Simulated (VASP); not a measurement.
Here is the system:

```
CELL_PARAMETERS angstrom
      1.45500    -2.52013     0.00000
      1.45500     2.52013     0.00000
      0.00000     0.00000     2.84000
ATOMIC_POSITIONS crystal
  W  0.00000 0.00000 0.00000
  C  0.33333 0.66667 0.50000
```

Computed with PBE GGA, VASP's PBE PAW potentials (set 64) (plane waves; VASP). Numerical set-up: 520 eV cut-off, 13×13×12 Γ-centred mesh, first-order Methfessel-Paxton smearing of 0.10 eV, potentials W_sv C.

Give the stress tensor in GPa (positive for a compressed cell).

```
5.43  0.00  0.00
0.00  5.43  0.00
0.00  0.00  4.62
```
The pressure is its mean diagonal, 5.16 GPa.

The compound is WC in the wc structure. The cell was not relaxed at this level.
